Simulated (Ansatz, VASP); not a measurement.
# Ti: VASP beside Ansatz, part 2 of 2

Wanted: the spread between two codes on one cell, functional and k mesh. The structure shown is frame 250 of Ansatz's trajectory.

VASP 6.6.1 and Ansatz 0.2.0.

So far: Set-up; Ansatz: dynamics, PBE with D3(BJ).

## 3. VASP: single point, PBE with D3(BJ)

Level of this step: PBE with D3(BJ); plane waves and PAW (Ti_sv) (VASP).

The same cell, functional, mesh and smearing now go to VASP, with its own data sets.

Lines of VASP's logs that name or quote its potential files are left out, and so is its time.

INCAR reads:

```
SYSTEM = Ti
PREC = Accurate
ENCUT = 400
EDIFF = 1E-06
NELM = 120
ISMEAR = -1
SIGMA = 0.172
LREAL = Auto
ALGO = Normal
GGA = PE
IVDW = 12
NBANDS = 336
LASPH = .TRUE.
LORBIT = 11
LWAVE = .FALSE.
LCHARG = .FALSE.
ISIF = 2
GGA_COMPAT = .FALSE.
NCORE = 2
```

POSCAR reads:

```
Ti
1.0
    9.7550000000      0.0000000000      0.0000000000
    0.0000000000      9.7550000000      0.0000000000
    0.0000000000      0.0000000000      9.7550000000
Ti
48
Direct
    0.4185853409      0.9833828806      0.0836699129
    0.0474628396      0.3327626858      0.1433316248
    0.6573141978      0.2199384931      0.5327011789
    0.9707637109      0.9833931317      0.4747719118
    0.0863659662      0.0454023578      0.2607278319
    0.0142798565      0.1656176320      0.7103946694
    0.2259046643      0.4986673501      0.6385750897
    0.3086314710      0.2724961558      0.1403382881
    0.9747514095      0.4503536648      0.4711122501
    0.4124038954      0.1388826243      0.3326704254
    0.4793541773      0.9572219375      0.6748436699
    0.6362480779      0.7411173757      0.0713890313
    0.1245925167      0.6772219375      0.3919015889
    0.9243772424      0.6811481292      0.6191696566
    0.4648077909      0.2484161968      0.9079548949
    0.4812608919      0.7171091748      0.5565453614
    0.2053716043      0.8188211174      0.6230650948
    0.8964941056      0.4389441312      0.7570374167
    0.4205330600      0.7361045618      0.8688774987
    0.8821834956      0.7504664275      0.3423680164
    0.2723526397      0.0576524859      0.7849923116
    0.6158175295      0.6721476166      0.3463762173
    0.2662121989      0.5441004613      0.9801742696
    0.8964838544      0.2278216299      0.3808713480
    0.1508354690      0.3335315223      0.8448898001
    0.1107739621      0.7025422860      0.8801435161
    0.7399077396      0.9319118401      0.6119323424
    0.1053818555      0.8604818042      0.0875448488
    0.8330702204      0.2232188621      0.0013121476
    0.3565658637      0.4800922604      0.3838441825
    0.6301691440      0.9869707842      0.3748846745
    0.1606663250      0.2573757048      0.4845822655
    0.0467862635      0.5752024603      0.1837314198
    0.6640594567      0.5199692465      0.5561660687
    0.5236391594      0.4731829831      0.7390876474
    0.3729062019      0.7203280369      0.2455663762
    0.9071553050      0.5568528960      0.9917990774
    0.0908969759      0.1158790364      0.9973449513
    0.6634751410      0.0209841107      0.9264172219
    0.2967606356      0.9613018965      0.4594976935
    0.7330804716      0.7080164018      0.8211788826
    0.4588621220      0.4633213737      0.1750486930
    0.8416299334      0.9437006663      0.1835571502
    0.3998052281      0.2799179908      0.6481804203
    0.9145361353      0.9484674526      0.8182060482
    0.6434443875      0.4843567401      0.9685904664
    0.7558277806      0.4409021015      0.3099743721
    0.5936237827      0.1802050231      0.1737160431
```

KPOINTS reads:

```
Automatic mesh
0
Gamma
1 1 1
0 0 0
```

Potentials, in the order of the species: Ti_sv (PBE family, release 64).

Run with:

```console
> mpirun -np 8 vasp_gam
```

Numbers of over 12 decimals in the logs are rounded to 6 here.

Output:

```text
[banner, memory and clock lines left out]
running    8 mpi-ranks, on    1 nodes
[...]
LDA part: xc-table for (Slater+PW92), standard interpolation
 POSCAR, INCAR and KPOINTS ok, starting setup
[...]
entering main loop
       N       E                     dE             d eps       ncg     rms          rms(c)
DAV:   1     0.953167351302E+04    0.95317E+04   -0.28076E+05   672   0.198E+03
DAV:   2     0.106774197967E+04   -0.84639E+04   -0.83465E+04   672   0.677E+02
DAV:   3    -0.114702766462E+03   -0.11824E+04   -0.11320E+04   992   0.225E+02
DAV:   4    -0.363933917081E+03   -0.24923E+03   -0.24033E+03  1016   0.795E+01
[...]
DAV:  37    -0.356315516383E+03   -0.11097E-05   -0.10955E-05   384   0.499E-04    0.185E-04
DAV:  38    -0.356315517386E+03   -0.10030E-05   -0.98368E-06   384   0.348E-04    0.129E-04
DAV:  39    -0.356315518314E+03   -0.92713E-06   -0.89743E-06   384   0.296E-04
   1 F= -.38223821E+03 E0= -.37823961E+03  d E =-.799721E+01
```

From OUTCAR (step 3):

```text
 Edisp (eV)  -25.92269

  Total     -53.08694   -50.12182   -47.95366     0.24487    -1.89467    -4.42380
  in kB     -91.62552   -86.50787   -82.76572     0.42263    -3.27010    -7.63527
  external pressure =      -86.97 kB  Pullay stress =        0.00 kB

 POSITION                                       TOTAL-FORCE (eV/Angst)
 -----------------------------------------------------------------------------------
      4.08330      9.59290      0.81620        -0.392458     -0.255168     -0.247505
      0.46300      3.24610      1.39820        -0.718918     -0.231479      0.445219
      6.41210      2.14550      5.19650         0.139370      0.245552      0.492596
      9.46980      9.59300      4.63140         0.123317     -0.404319      1.344941
      0.84250      0.44290      2.54340         1.447182      0.747240      0.099241
      0.13930      1.61560      6.92990        -1.041575      0.005743     -1.164074
      2.20370      4.86450      6.22930        -0.397651      1.401959      0.132849
      3.01070      2.65820      1.36900        -1.233251     -0.790582     -0.777664
      9.50870      4.39320      4.59570         0.088808      1.137502      0.561590
      4.02300      1.35480      3.24520        -0.543807      1.065462      1.634510
      4.67610      9.33770      6.58310         0.694178      0.983329      0.358505
      6.20660      7.22960      0.69640        -0.112090      0.427205      1.112902
      1.21540      6.60630      3.82300         1.370538      1.017415      0.908249
      9.01730      6.64460      6.04000         0.340666      0.549954      0.147623
[...]
-----------------------------------------------------------------------------------
    total drift:                               -0.005715      0.008882     -0.006894

  FREE ENERGIE OF THE ION-ELECTRON SYSTEM (eV)
  ---------------------------------------------------
  free  energy   TOTEN  =      -382.2382129182 eV

  energy  without entropy=     -374.2410029404  energy(sigma->0) =     -378.23960793

[... 3 further parts left out ...]
[key lines of the parts left out:]
E-fermi :   7.0008
```

Dispersion corrections of this kind ignore metallic screening and tend to overbind metals.

## 4. Comparison

Known differences besides the potentials themselves: the cutoff is 420 eV in Ansatz and 400 eV in VASP (PREC = Accurate, projectors in real space). Total energies have different zeros and are not compared.

Forces on 8 of the 48 atoms, those with the largest forces and the largest differences (eV/Å; atoms numbered as in POSCAR):

| atom | Ansatz x, y, z | VASP x, y, z |
| --- | --- | --- |
| Ti10 | -0.532, 1.070, 1.631 | -0.544, 1.065, 1.635 |
| Ti26 | -0.464, 0.606, -2.014 | -0.476, 0.621, -2.033 |
| Ti30 | -0.521, -0.667, 1.797 | -0.549, -0.666, 1.849 |
| Ti40 | -0.283, -0.135, -0.353 | -0.271, -0.109, -0.385 |
| Ti42 | 2.050, 0.527, -0.922 | 2.087, 0.534, -0.971 |
| Ti43 | -0.683, 1.134, -1.505 | -0.687, 1.135, -1.510 |
| Ti44 | -0.866, -1.286, -1.472 | -0.872, -1.298, -1.483 |
| Ti47 | -0.353, 0.019, -2.035 | -0.358, 0.026, -2.042 |

The forces differ by 12 meV/Å r.m.s., which is 1.5 % of the r.m.s. force of 0.812 eV/Å (both taken over all components).

## 5. What came out

| Item | Value |
| --- | --- |
| r.m.s. force difference (single point, PBE with D3(BJ)) | 1.5 % of the r.m.s. force |

In words: The r.m.s. force difference is 1.5 % of the r.m.s. force (single point, PBE with D3(BJ)), within the 3 % picked in this series as the mark of a large difference. 2 further runs of this series are not shown here. How closely two codes agree says nothing of how well the functional describes the real material.

[Lines on the potential files, build, host, timing and source positions are cut from VASP's logs without a mark.]

[Logs are printed without paths, hosts, clocks, repeated set-up lines and the standing remarks that a program may print on its own settings, such as how far it seeks lower states.]

[Hosts, paths, dates, database ids (printed as entryN), source tags and the programs' standing remarks are cut or masked in the printed files.]
